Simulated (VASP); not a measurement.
All values below come from PBE GGA, VASP's PBE PAW potentials (set 64) (plane waves; VASP).

A VASP calculation is set up with these files.

### POSCAR
```
MgS
1
    0.0000000000     2.5734610000     2.6758360000
    2.5287920000     0.0000000000     2.6758360000
    2.5287920000     2.5734610000     0.0000000000
Mg S
1 1
Direct
  0.0000000000   0.0000000000   0.0000000000
  0.4879580000   0.5120420000   0.5120420000
```

**INCAR**
```
ALGO=Normal
EDIFF=1E-6
ENCUT=400
GGA=PE
ISIF=2
ISMEAR=0
KGAMMA=.FALSE.
KSPACING=0.16
LASPH=.TRUE.
LCHARG=.FALSE.
LREAL=.FALSE.
LWAVE=.FALSE.
NELM=100
PREC=Accurate
SIGMA=0.05
SYSTEM=MgS
```

POTCAR, in this order: Mg S (PBE.64 set). Program: vasp_std.

Output of the run:

**OUTCAR**
```
 ion  position               nearest neighbor table
   1  0.000  0.000  0.000-   2 2.47   2 2.57   2 2.57   2 2.59   2 2.68   2 2.68
   2  0.488  0.512  0.512-   1 2.47   1 2.57   1 2.57   1 2.59   1 2.68   1 2.68
  LATTYP: Found a face centered orthorhombic cell.
 ALAT       =     5.0575840000
 B/A-ratio  =     1.0176641653
 C/A-ratio  =     1.0581479220
 Subroutine PRICEL returns:
 Original cell was already a primitive cell.
 Subroutine GETGRP returns: Found  4 space group operations
The static configuration has the point symmetry C_2v.
The dynamic configuration has the point symmetry C_2v.
 Subroutine INISYM returns: Found  4 space group operations
 Subroutine IBZKPT returns following result:
 Found   1372 irreducible k-points:

 Following reciprocal coordinates:
            Coordinates               Weight
  0.035714  0.035714  0.035714      8.000000
  0.107143  0.035714  0.035714      8.000000
  0.178571  0.035714  0.035714      8.000000
  0.250000  0.035714  0.035714      8.000000
  0.321429  0.035714  0.035714      8.000000
  0.392857  0.035714  0.035714      8.000000
  0.464286  0.035714  0.035714      8.000000
 -0.464286  0.035714  0.035714      8.000000
 -0.392857  0.035714  0.035714      8.000000
 -0.321429  0.035714  0.035714      8.000000
 -0.250000  0.035714  0.035714      8.000000
 -0.178571  0.035714  0.035714      8.000000
 -0.107143  0.035714  0.035714      8.000000
 -0.035714  0.035714  0.035714      8.000000
  0.035714  0.107143  0.035714      8.000000
  0.107143  0.107143  0.035714      8.000000
  0.178571  0.107143  0.035714      8.000000
  0.250000  0.107143  0.035714      8.000000
  0.321429  0.107143  0.035714      8.000000
  0.392857  0.107143  0.035714      8.000000
  0.464286  0.107143  0.035714      8.000000
 -0.464286  0.107143  0.035714      8.000000
...
```

**OSZICAR**
```
       N       E                     dE             d eps       ncg     rms          rms(c)
DAV:   1     0.179937107323E+02    0.17994E+02   -0.32514E+03 23536   0.651E+02
DAV:   2    -0.814673450972E+01   -0.26140E+02   -0.24524E+02 30328   0.980E+01
DAV:   3    -0.887346966152E+01   -0.72674E+00   -0.72674E+00 26200   0.221E+01
DAV:   4    -0.887651720631E+01   -0.30475E-02   -0.30475E-02 35016   0.158E+00
DAV:   5    -0.887652033285E+01   -0.31265E-05   -0.31265E-05 27672   0.393E-02    0.448E+00
DAV:   6    -0.851110445055E+01    0.36542E+00   -0.93275E-01 22624   0.482E+00    0.353E+00
DAV:   7    -0.846981178574E+01    0.41293E-01   -0.24123E-01 28312   0.263E+00    0.235E+00
DAV:   8    -0.846998935280E+01   -0.17757E-03   -0.13140E-02 24944   0.963E-01    0.909E-01
DAV:   9    -0.846981083729E+01    0.17852E-03   -0.55997E-04 27368   0.192E-01    0.262E-01
DAV:  10    -0.846984905494E+01   -0.38218E-04   -0.13478E-04 31880   0.780E-02    0.140E-02
DAV:  11    -0.846984665083E+01    0.24041E-05   -0.17066E-05 25792   0.216E-02    0.747E-03
DAV:  12    -0.846984669145E+01   -0.40621E-07   -0.38740E-07 13064   0.536E-03
   1 F= -.84698467E+01 E0= -.84698467E+01  d E =-.315169E-16
```

OUTCAR:
```
------------------------ aborting loop because EDIFF is reached ----------------------------------------
  FORCE on cell =-STRESS in cart. coord.  units (eV):
  Direction    XX          YY          ZZ          XY          YZ          ZX
  --------------------------------------------------------------------------------------
  Total        1.2083945      0.5892685     -0.2631658      0.0000000      0.0000000      0.0000000
  in kB       55.5903131     27.1083854    -12.1065328      0.0000000      0.0000000      0.0000000
  external PRESSURE =      23.5307219 kB  Pullay stress =       0.0000000 kB
  volume of cell :       34.83
      direct lattice vectors                 reciprocal lattice vectors
     0.000000000  2.573461000  2.675836000    -0.197722865  0.194290879  0.186857491
     2.528792000  0.000000000  2.675836000     0.197722865 -0.194290879  0.186857491
     2.528792000  2.573461000  0.000000000     0.197722865  0.194290879 -0.186857491
 POSITION                                       TOTAL-FORCE (eV/Angst)
 -----------------------------------------------------------------------------------
      0.00000      0.00000      0.00000         0.289679      0.000000      0.000000
      2.58970      2.57346      2.67584        -0.289679      0.000000      0.000000
 -----------------------------------------------------------------------------------
    total drift:                                0.000215     -0.000000     -0.000000
  FREE ENERGIE OF THE ION-ELECTRON SYSTEM (eV)
  ---------------------------------------------------
  free  energy   TOTEN  =        -8.4698466914 eV

  energy  without entropy=       -8.4698466914  energy(sigma->0) =       -8.46984669
```
(Selected blocks of OUTCAR.)

The compound is MgS in the rock salt structure. The cell was not relaxed at this level, atoms are displaced from their ideal sites. The run is one of a series of settings (KGAMMA = .FALSE., KSPACING = 0.16, KPOINTS file removed against the base run), some of them coarse on purpose.
